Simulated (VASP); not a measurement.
Given:

```
Mg3Sb2
1.0
    2.30061    -3.98477     0.00000
    2.30061     3.98477     0.00000
    0.00000     0.00000     7.26531
Mg Sb
3 2
Direct
  0.00000   0.00000   0.00000
  0.33333   0.66667   0.63342
  0.66667   0.33333   0.36658
  0.33333   0.66667   0.22656
  0.66667   0.33333   0.77344
```

Calculation: PW91 GGA, VASP's PBE PAW potentials (set 64) (plane waves; VASP 6.6.1). Settings: 520 eV cut-off, Gaussian smearing of 0.050 eV, potentials Mg Sb.

Unless said otherwise, spin-orbit coupling is left out, though it shifts the bands of the heavy elements here.

**Question.** Give the energies of bands 3 to 11 at the high-symmetry points, in eV from the valence-band maximum.

**Answer.** 
```tsv
band	Γ	M	K	A	L	H
3	-4.85	-4.62	-4.30	-3.04	-4.86	-4.26
4	-1.10	-3.73	-3.57	-2.98	-4.52	-4.26
5	-1.10	-3.19	-3.57	-0.80	-1.84	-3.95
6	-0.41	-2.28	-2.52	-0.80	-1.66	-3.28
7	-0.41	-2.17	-2.52	-0.74	-1.63	-0.98
8	0.00	-0.90	-2.49	-0.74	-1.50	-0.98
9	1.03	0.37	0.27	1.74	0.42	1.78
10	1.18	1.93	4.11	1.80	1.34	1.78
11	3.02	2.15	4.17	2.68	1.71	2.48
```

The gap is indirect, 0.21 eV, from the valence maximum at Γ to the conduction minimum at L-M at 0.33.

The compound is Mg3Sb2 in the a-la2o3 structure. It was relaxed first.
